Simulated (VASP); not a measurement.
# GaAs (F-43m) in VASP: settings compared, part 2 of 2

VASP 6.6.1. Earlier steps stand in the parts before.

### Step 3. Single point, PBE, non-collinear spin, zero start, spin-orbit coupling

Contents of INCAR:

```
SYSTEM = GaAs
ALGO = Normal
EDIFF = 1E-6
ENCUT = 520
GGA = PE
GGA_COMPAT = .FALSE.
ISIF = 2
ISMEAR = 0
LASPH = .TRUE.
LCHARG = .TRUE.
LORBIT = 11
LREAL = .FALSE.
LSORBIT = .TRUE.
LVHAR = .TRUE.
LWAVE = .FALSE.
MAGMOM = 0 0 0 0 0 0
NELM = 80
PREC = Accurate
SIGMA = 0.02
```

Contents of KPOINTS:

```
k-points
0
G
  8 8 8
  0 0 0
```

Contents of POSCAR:

```
GaAs
1.0
    0.0000000000      2.8123675000      2.8123675000
    2.8123675000      0.0000000000      2.8123675000
    2.8123675000      2.8123675000      0.0000000000
Ga As
1 1
Direct
    0.0000000000      0.0000000000      0.0000000000
    0.2500000000      0.2500000000      0.2500000000
```

Potentials or basis: VASP PAW PBE potentials, release 64 (Ga_d, As).

Started as:

```bash
> cat potpaw_PBE.64/Ga_d/POTCAR potpaw_PBE.64/As/POTCAR > POTCAR
> mpirun -np 1 vasp_ncl > vasp.out
```

OUTCAR:

```text
SYSTEM = GaAs
   EDIFF = 1E-6
   ENCUT = 520
   GGA = PE
   ISIF = 2
   ISMEAR = 0
   LASPH = .TRUE.
   LORBIT = 11
   LREAL = .FALSE.
   LSORBIT = .TRUE.
   NELM = 80
   PREC = Accurate

 ion  position               nearest neighbor table
   1  0.000  0.000  0.000-   2 2.44   2 2.44   2 2.44   2 2.44
   2  0.250  0.250  0.250-   1 2.44   1 2.44   1 2.44   1 2.44

  LATTYP: Found a face centered cubic cell.
 ALAT       =     5.6247350000

  Lattice vectors:

 A1 = (   0.0000000000,   2.8123675000,   2.8123675000)
 A2 = (   2.8123675000,   0.0000000000,   2.8123675000)
 A3 = (   2.8123675000,   2.8123675000,   0.0000000000)

Analysis of symmetry for initial positions (statically):
=====================================================================
 Subroutine PRICEL returns:
 Original cell was already a primitive cell.

 Routine SETGRP: Setting up the symmetry group for a
 face centered cubic supercell.

 Subroutine GETGRP returns: Found 24 space group operations
 (whereof 24 operations were pure point group operations)
 out of a pool of 48 trial point group operations.

The static configuration has the point symmetry T_d .

Analysis of symmetry for dynamics (positions and initial velocities):
=====================================================================
 Subroutine PRICEL returns:
 Original cell was already a primitive cell.

 Routine SETGRP: Setting up the symmetry group for a
 face centered cubic supercell.

 Subroutine GETGRP returns: Found 24 space group operations
 (whereof 24 operations were pure point group operations)
 out of a pool of 48 trial point group operations.

The dynamic configuration has the point symmetry T_d .

Analysis of structural, dynamic, and magnetic symmetry:
=====================================================================
 Subroutine PRICEL returns:
 Original cell was already a primitive cell.

 Routine SETGRP: Setting up the symmetry group for a
 face centered cubic supercell.

 Subroutine GETGRP returns: Found 24 space group operations
 (whereof 24 operations were pure point group operations)
 out of a pool of 48 trial point group operations.

The overall configuration has the point symmetry T_d .

 Subroutine INISYM returns: Found 24 space group operations
 (whereof 24 operations are pure point group operations),
 and found     1 'primitive' translations

----------------------------------------------------------------------------------------

                                     Primitive cell

  volume of cell :      44.4883

  direct lattice vectors                    reciprocal lattice vectors
     0.000000000  2.812367500  2.812367500    -0.177786153  0.177786153  0.177786153
     2.812367500  0.000000000  2.812367500     0.177786153 -0.177786153  0.177786153
     2.812367500  2.812367500  0.000000000     0.177786153  0.177786153 -0.177786153

  length of vectors
     3.977288261  3.977288261  3.977288261     0.307934651  0.307934651  0.307934651

  position of ions in fractional coordinates (direct lattice)
     0.000000000  0.000000000  0.000000000
[... 130 lines left out ...]

  energy without entropy =       -8.24739646  energy(sigma->0) =       -8.24739646

 E-fermi :   4.2704     XC(G=0):  -9.6567

 val. band max:        4.1882899050   @ k =   0.0000   0.0000   0.0000
 cond. band min:       4.7167138371   @ k =   0.0000   0.0000   0.0000
 fundamental gap:      0.5284239322
 Fermi energy:         4.2704139766

 k-point     1 :       0.0000    0.0000    0.0000
  band No.  band energies     occupation
      1     -11.0014      1.00000
      2     -11.0014      1.00000
      3     -11.0014      1.00000
      4     -11.0014      1.00000
      5     -10.5785      1.00000
      6     -10.5785      1.00000
[... 685 lines left out ...]
     25      11.0738      0.00000
     26      11.0770      0.00000

 [... further k-points ...]

------------------------ aborting loop because EDIFF is reached ----------------------------------------

  FORCE on cell =-STRESS in cart. coord.  units (eV):
  Direction    XX          YY          ZZ          XY          YZ          ZX
  --------------------------------------------------------------------------------------
  -------------------------------------------------------------------------------------
  Total        1.2950320      1.2950320      1.2950320      0.0000000      0.0000000      0.0000000
  in kB       46.6385307     46.6385307     46.6385307      0.0000000      0.0000000      0.0000000
  external PRESSURE =      46.6385307 kB  Pullay stress =       0.0000000 kB

 VOLUME and BASIS-vectors are now :
 -----------------------------------------------------------------------------
  energy-cutoff  :      520.00
  volume of cell :       44.49
      direct lattice vectors                 reciprocal lattice vectors
     0.000000000  2.812367500  2.812367500    -0.177786153  0.177786153  0.177786153
     2.812367500  0.000000000  2.812367500     0.177786153 -0.177786153  0.177786153
     2.812367500  2.812367500  0.000000000     0.177786153  0.177786153 -0.177786153

 POSITION                                       TOTAL-FORCE (eV/Angst)
 -----------------------------------------------------------------------------------
      0.00000      0.00000      0.00000         0.000000      0.000000      0.000000
      1.40618      1.40618      1.40618        -0.000000     -0.000000     -0.000000
 -----------------------------------------------------------------------------------
    total drift:                               -0.000000     -0.000000     -0.000000

  FREE ENERGIE OF THE ION-ELECTRON SYSTEM (eV)
  ---------------------------------------------------
  free  energy   TOTEN  =        -8.2473964621 eV

  energy  without entropy=       -8.2473964621  energy(sigma->0) =       -8.24739646

 Spin-Orbit-Coupling matrix elements

 Ion:    1  E_soc:     -0.0120568
 l=   1
     0.0000000    -0.0011748    -0.0011748
    -0.0011748     0.0000000    -0.0011748
    -0.0011748    -0.0011748     0.0000000
 l=   2
     0.0000000    -0.0001664     0.0000000    -0.0001664    -0.0006683
    -0.0001664     0.0000000    -0.0005012    -0.0001664    -0.0001671
     0.0000000    -0.0005012     0.0000000    -0.0005012     0.0000000
    -0.0001664    -0.0001664    -0.0005012     0.0000000    -0.0001671
    -0.0006683    -0.0001671     0.0000000    -0.0001671     0.0000000
 l=   3
     0.0000000     0.0000000     0.0000000     0.0000000     0.0000000     0.0000000     0.0000000
     0.0000000     0.0000000     0.0000000     0.0000000     0.0000000     0.0000000     0.0000000
     0.0000000     0.0000000     0.0000000     0.0000000     0.0000000     0.0000000     0.0000000
     0.0000000     0.0000000     0.0000000     0.0000000     0.0000000     0.0000000     0.0000000
     0.0000000     0.0000000     0.0000000     0.0000000     0.0000000     0.0000000     0.0000000
     0.0000000     0.0000000     0.0000000     0.0000000     0.0000000     0.0000000     0.0000000
     0.0000000     0.0000000     0.0000000     0.0000000     0.0000000     0.0000000     0.0000000

 Ion:    2  E_soc:     -0.0238722
 l=   1
     0.0000000    -0.0039710    -0.0039710
    -0.0039710     0.0000000    -0.0039710
    -0.0039710    -0.0039710     0.0000000
 l=   2
     0.0000000    -0.0000038     0.0000000    -0.0000038    -0.0000040
    -0.0000038     0.0000000    -0.0000030    -0.0000038    -0.0000010
     0.0000000    -0.0000030     0.0000000    -0.0000030     0.0000000
    -0.0000038    -0.0000038    -0.0000030     0.0000000    -0.0000010
    -0.0000040    -0.0000010     0.0000000    -0.0000010     0.0000000
 l=   3
     0.0000000     0.0000000     0.0000000     0.0000000     0.0000000     0.0000000     0.0000000
     0.0000000     0.0000000     0.0000000     0.0000000     0.0000000     0.0000000     0.0000000
     0.0000000     0.0000000     0.0000000     0.0000000     0.0000000     0.0000000     0.0000000
     0.0000000     0.0000000     0.0000000     0.0000000     0.0000000     0.0000000     0.0000000
     0.0000000     0.0000000     0.0000000     0.0000000     0.0000000     0.0000000     0.0000000
     0.0000000     0.0000000     0.0000000     0.0000000     0.0000000     0.0000000     0.0000000
     0.0000000     0.0000000     0.0000000     0.0000000     0.0000000     0.0000000     0.0000000

 total charge

# of ion       s       p       d       tot
------------------------------------------
    1        0.882   0.818   9.997  11.697
    2        1.207   1.612   0.032   2.852
--------------------------------------------------
tot          2.089   2.431  10.030  14.549

 magnetization (x)

# of ion       s       p       d       tot
------------------------------------------
    1        0.000   0.000  -0.000   0.000
    2        0.000  -0.000   0.000  -0.000
--------------------------------------------------
tot          0.000  -0.000  -0.000  -0.000

 magnetization (y)

# of ion       s       p       d       tot
------------------------------------------
    1        0.000   0.000  -0.000   0.000
    2       -0.000   0.000   0.000  -0.000
--------------------------------------------------
tot          0.000   0.000  -0.000   0.000

 magnetization (z)

# of ion       s       p       d       tot
------------------------------------------
    1       -0.000   0.000  -0.000  -0.000
    2       -0.000   0.000   0.000   0.000
--------------------------------------------------
tot         -0.000   0.000  -0.000  -0.000
```

stdout:

```text
POSCAR found type information on POSCAR GaAs
 POSCAR found :  2 types and       2 ions
 scaLAPACK will be used
 LDA part: xc-table for (Slater+PW92), standard interpolation
 POSCAR, INCAR and KPOINTS ok, starting setup
 FFT: planning ... GRIDC
 FFT: planning ... GRID_SOFT
 FFT: planning ... GRID
 WAVECAR not read
 entering main loop
```

It took 2.6 min on 1 thread of AMD EPYC 7R43 (Zen 3), shared host; peak memory 0.27 GiB.

Results:

```
Free energy                                           : -8.2474 eV
Pressure                                              : 4.7 GPa
Net moment                                            : 0.00 μB per cell
Valence electrons inside the program's atomic spheres : Ga 11.70; As 2.85
```

Moments on the atoms (μB; x, y, z):
```
Ga  0.00 0.00 0.00
As  0.00 0.00 0.00
```

### Step 4. Single point, r2SCAN, non-collinear spin, zero start, spin-orbit coupling

INCAR, as its differences from that of step 3:

```diff
@@ -4,3 +4,2 @@
 ENCUT = 520
-GGA = PE
 GGA_COMPAT = .FALSE.
@@ -10,2 +9,3 @@
 LCHARG = .TRUE.
+LMIXTAU = .TRUE.
 LORBIT = 11
@@ -16,2 +16,3 @@
 MAGMOM = 0 0 0 0 0 0
+METAGGA = R2SCAN
 NELM = 80
```

KPOINTS is that of step 3.

POSCAR is that of step 3.

Started as:

```bash
> cat potpaw_PBE.64/Ga_d/POTCAR potpaw_PBE.64/As/POTCAR > POTCAR
> mpirun -np 1 vasp_ncl > vasp.out
```

Wall time 25 min (1 thread of AMD EPYC 7R43 (Zen 3), shared host); peak memory 0.34 GiB.

Results (log left out):

| Item | Value |
| --- | --- |
| Free energy | -27.0643 eV |
| Pressure | 1.8 GPa |
| Net moment | 0.00 μB per cell |
| Valence electrons inside the program's atomic spheres | Ga 11.66; As 2.89 |

Moments on the atoms (μB; x, y, z):
```
Ga  0.00 0.00 0.00
As  0.00 0.00 0.00
```

Caveat: the PAW data sets were made with another functional, which shifts forces and pressure a little.

### Step 5. Summary

| level | potentials or basis | pressure (GPa) | moment (μB) |
| --- | --- | --- | --- |
| LDA | VASP PAW LDA potentials, release 64 (Ga_d, As) | -0.5 | 0.00 |
| PBE | VASP PAW PBE potentials, release 64 (Ga_d, As) | 4.7 | 0.00 |
| r2SCAN | VASP PAW PBE potentials, release 64 (Ga_d, As) | 1.8 | 0.00 |

Alike in all rows: task single point; spin non-collinear, zero start, SOC; cell as given; k mesh 8 × 8 × 8; cutoff (eV) 520; smearing gaussian 0.02 eV.

Caveats: the PAW data sets were made with another functional, which shifts forces and pressure a little (some runs).

Total energies depend on the potentials used, so only differences within one code and one set of settings carry meaning.
